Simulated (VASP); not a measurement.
The cell holds one AlN (wurtzite) (1 0 -1 0) slab, with vacuum along c, ions free to move until forces fall under 0.03 eV/Å, no reconstruction beyond this cell, dipole correction on. Ionisation potential and electron affinity count from the cell's own band edges, surface states included.

Input:

```yaml
crystal:
  lattice:
    - [4.98371, 0.00000, 0.00000]
    - [0.00000, 3.11328, 0.00000]
    - [0.00000, 0.00000, 25.80054]
  atoms:
    - { symbol: Al, position: [0.02473, 0.00000, 0.66402] }
    - { symbol: Al, position: [0.49263, 0.50000, 0.64267] }
    - { symbol: Al, position: [0.00084, 0.50000, 0.56796] }
    - { symbol: Al, position: [0.49746, 0.00000, 0.53579] }
    - { symbol: Al, position: [0.99746, 0.00000, 0.46421] }
    - { symbol: Al, position: [0.50084, 0.50000, 0.43204] }
    - { symbol: Al, position: [0.99263, 0.50000, 0.35733] }
    - { symbol: Al, position: [0.52473, 0.00000, 0.33598] }
    - { symbol: N, position: [0.37701, 0.00000, 0.67284] }
    - { symbol: N, position: [0.87453, 0.50000, 0.63946] }
    - { symbol: N, position: [0.38071, 0.50000, 0.56974] }
    - { symbol: N, position: [0.88009, 0.00000, 0.53465] }
    - { symbol: N, position: [0.38009, 0.00000, 0.46535] }
    - { symbol: N, position: [0.88071, 0.50000, 0.43026] }
    - { symbol: N, position: [0.37453, 0.50000, 0.36054] }
    - { symbol: N, position: [0.87701, 0.00000, 0.32716] }
```

Level of theory: PBEsol GGA, VASP's PBE PAW potentials (set 64) (plane waves; VASP 6.6.1). Run with 450 eV cut-off, 4×7×1 Γ-centred mesh, Gaussian smearing of 0.050 eV, potentials Al N.

Slab and bulk use different k-meshes, so the surface energy is good to a few per cent at best.

Q: Predict its surface energy, ionisation potential, electron affinity.

A: 
```json
{
  "surface_energy": "146 meV/Å²",
  "ionisation_potential": "5.75 eV",
  "electron_affinity": "3.06 eV"
}
```

The cell is a thin slab with vacuum, built from AlN (wurtzite): (100) face.
